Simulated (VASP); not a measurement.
Crystal: TiO2.

```xyz
6
Lattice="-1.8922 1.8922 4.7572 1.8922 -1.8922 4.7572 1.8922 1.8922 -4.7572" Properties=species:S:1:pos:R:3 pbc="T T T"
Ti    0.0000    0.0000    0.0000
Ti    0.0000    1.8923    2.3786
O     0.0000    0.0000    1.9795
O     0.0000    1.8922    4.3581
O     0.0000    1.8922    0.3990
O     0.0000    0.0000    7.5348
```

Base run:

| Quantity | Value |
| --- | --- |
| Program | VASP 6.6.1 |
| Functional | TB-mBJ |
| Potentials or basis | VASP PAW PBE potentials, release 64 (Ti_sv, O) |
| Cutoff | 520 eV |
| k mesh | 6 × 6 × 6 |
| Occupations | fermi-dirac, width 0.05 eV |
| Spin | no spin polarisation |

Its results: band gap on the k mesh 3.17 eV, indirect (least direct gap 3.49 eV).

**Question.** The run is repeated on the same cell with these changes: functional from TB-mBJ to PBE. What comes out?

**Answer.** Band gap on the k mesh 2.14 eV, indirect (least direct gap 2.45 eV).

A k mesh can miss the band edges.

Not every run made on this cell is shown here.
